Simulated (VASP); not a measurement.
Input:

```
CELL_PARAMETERS angstrom
      0.00000     3.07408     3.07408
      3.07408     0.00000     3.07408
      3.07408     3.07408     0.00000
ATOMIC_POSITIONS crystal
  Na 0.25000 0.25000 0.25000
  Na 0.75000 0.75000 0.75000
  S  0.00000 0.00000 0.00000
```

Level of theory: LDA (Ceperley-Alder, Perdew-Zunger), VASP's LDA PAW potentials (set 64) (plane waves; VASP). Run with 500 eV cut-off, 6×6×6 Γ-centred mesh, Gaussian smearing of 0.050 eV, potentials Na_pv S.

Energy and stress use the plane-wave basis of the starting cell.

**Question.** The ions, cell shape and volume at an external pressure of 10.0 GPa are relaxed. Give the cell that the relaxation ends in.

**Answer.** 
```
CELL_PARAMETERS angstrom
      0.00000     2.99313     2.99313
      2.99313     0.00000     2.99313
      2.99313     2.99313     0.00000
ATOMIC_POSITIONS crystal
  Na 0.25000 0.25000 0.25000
  Na 0.75000 0.75000 0.75000
  S  0.00000 0.00000 0.00000
```
Space group Fm-3m (225), at a tolerance of 0.03 Å.

**Question.** How do energy and volume change from the first to the last step?

**Answer.** The energy (σ→0) changes by +67.7 meV/atom and the volume by -7.7 %, in 3 ionic steps.

The compound is Na2S in the antifluorite structure. This run relaxes it under an external pressure of 10 GPa. Symmetry was kept, so distortions that lower it aren't found.
